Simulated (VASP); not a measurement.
Data:

```yaml
crystal:
  lattice:
    - [1.64023, -2.84095, 0.00000]
    - [1.64023, 2.84095, 0.00000]
    - [0.00000, 0.00000, 12.78580]
  atoms:
    - { symbol: W, position: [0.33333, 0.66667, 0.25000] }
    - { symbol: W, position: [0.66667, 0.33333, 0.75000] }
    - { symbol: Se, position: [0.33333, 0.66667, 0.88190] }
    - { symbol: Se, position: [0.66667, 0.33333, 0.38190] }
    - { symbol: Se, position: [0.66667, 0.33333, 0.11810] }
    - { symbol: Se, position: [0.33333, 0.66667, 0.61810] }
```

All values below come from PBE GGA with D3 dispersion (Becke-Johnson damping), VASP's PBE PAW potentials (set 64) (plane waves; VASP). Settings: 520 eV cut-off, Gaussian smearing of 0.050 eV, potentials W_sv Se.

Unless said otherwise, spin-orbit coupling is left out, though it shifts the bands of the heavy elements here.

**Question.** Give the energies of bands 17 to 30 at the high-symmetry points, in eV from the valence-band maximum.

**Answer.** 
```json
[
 {"band": "17", "Γ": "-2.63", "M": "-5.00", "K": "-4.93", "A": "-2.62", "L": "-4.49", "H": "-4.74"},
 {"band": "18", "Γ": "-2.60", "M": "-4.16", "K": "-4.58", "A": "-2.62", "L": "-4.49", "H": "-4.74"},
 {"band": "19", "Γ": "-2.60", "M": "-3.36", "K": "-4.07", "A": "-2.62", "L": "-3.30", "H": "-4.44"},
 {"band": "20", "Γ": "-1.52", "M": "-3.23", "K": "-4.07", "A": "-2.62", "L": "-3.30", "H": "-4.44"},
 {"band": "21", "Γ": "-1.52", "M": "-2.72", "K": "-3.96", "A": "-1.49", "L": "-2.62", "H": "-3.40"},
 {"band": "22", "Γ": "-1.45", "M": "-2.44", "K": "-3.96", "A": "-1.49", "L": "-2.62", "H": "-3.40"},
 {"band": "23", "Γ": "-1.45", "M": "-1.49", "K": "-2.55", "A": "-1.49", "L": "-1.37", "H": "-2.79"},
 {"band": "24", "Γ": "-1.20", "M": "-1.37", "K": "-2.55", "A": "-1.49", "L": "-1.37", "H": "-2.79"},
 {"band": "25", "Γ": "-0.95", "M": "-1.30", "K": "-0.49", "A": "-0.20", "L": "-1.21", "H": "-0.36"},
 {"band": "26", "Γ": "0.00", "M": "-1.05", "K": "-0.19", "A": "-0.20", "L": "-1.21", "H": "-0.36"},
 {"band": "27", "Γ": "2.62", "M": "2.15", "K": "1.37", "A": "2.62", "L": "2.17", "H": "1.37"},
 {"band": "28", "Γ": "2.63", "M": "2.20", "K": "1.37", "A": "2.62", "L": "2.17", "H": "1.37"},
 {"band": "29", "Γ": "2.67", "M": "2.27", "K": "1.73", "A": "2.63", "L": "2.51", "H": "2.34"},
 {"band": "30", "Γ": "2.68", "M": "2.68", "K": "3.01", "A": "2.65", "L": "2.51", "H": "2.34"}
]
```

The gap is indirect, 0.86 eV, from the valence maximum at Γ to the conduction minimum at K-Γ at 0.44.

The compound is WSe2 in the 2H layered structure. It was relaxed first.
